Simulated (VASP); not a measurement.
Consider the following.

```
Se
1.0
    2.23164    -3.84579     0.00000
    2.23164     3.84579     0.00000
    0.00000     0.00000     5.08093
Se
3
Direct
  0.00000   0.22500   0.66667
  0.77500   0.77500   0.00000
  0.24599   0.02099   0.33333
```

All values below come from PBE GGA, VASP's PBE PAW potentials (set 64) (plane waves; VASP). Run with PREC = Single, 400 eV cut-off, 5×5×4 Γ-centred mesh, Gaussian smearing of 0.050 eV, potentials Se.

Task: Give the force on each atom (eV/Å).

Result: 
| atom | Fx | Fy | Fz |
|---|---|---|---|
| Se1 | -0.035 | -0.188 | 0.008 |
| Se2 | 0.475 | -0.079 | 0.078 |
| Se3 | -0.440 | 0.267 | -0.086 |

Task: Give the stress tensor in GPa (positive for a compressed cell).

Result: 
```
-1.58   0.47  -0.42
 0.47  -0.89   0.28
-0.42   0.28  -1.57
```
The pressure is its mean diagonal, -1.35 GPa.

The compound is Se in the trig structure. The cell was not relaxed at this level, atoms are displaced from their ideal sites. The run is one of a series of settings (PREC = Single against the base run), some of them coarse on purpose.
